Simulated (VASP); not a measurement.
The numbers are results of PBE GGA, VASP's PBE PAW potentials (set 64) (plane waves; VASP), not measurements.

A VASP calculation is set up with these files.

### KPOINTS
```
Automatic mesh
0
Gamma
15 15 15
0 0 0
```

File POSCAR:
```
ZnCu
1
    2.8875480000     0.0000000000     0.0000000000
    0.0000000000     2.8875480000     0.0000000000
    0.0000000000     0.0000000000     2.8875480000
Zn Cu
1 1
Direct
  0.5000000000   0.5000000000   0.5000000000
  0.0000000000   0.0000000000   0.0000000000
```

**INCAR**
```
ALGO = Normal
EDIFF = 1E-09
ENCUT = 420
GGA = PE
ISIF = 2
ISMEAR = 1
LASPH = T
LCHARG = F
LMAXMIX = 4
LREAL = F
LWAVE = F
NELM = 100
PREC = Accurate
SIGMA = 0.05
SYSTEM = ZnCu
```

POTCAR, in this order: Zn Cu (PBE.64 set). Program: vasp_std.

Q: What will the output report for the number of irreducible k-points (NKPTS), largest plane-wave count, number of space-group operations, FFT grid (NGX, NGY, NGZ)?

A: 
| Property | Value |
|---|---|
| number of irreducible k-points (NKPTS) | 120 |
| largest plane-wave count | 487 |
| number of space-group operations | 48 |
| FFT grid (NGX, NGY, NGZ) | 20 × 20 × 20 |

The structure comes from a computed database's ZnCu entry; how it stands against other phases isn't given here. The cell was not relaxed at this level. The run is one of a series of settings (EDIFF = 1E-09, ENCUT = 420, KPOINTS 15×15×15 Γ-centred mesh against the base run), some of them coarse on purpose. The electron count is odd and the run is not spin-polarised, which forces a metal.
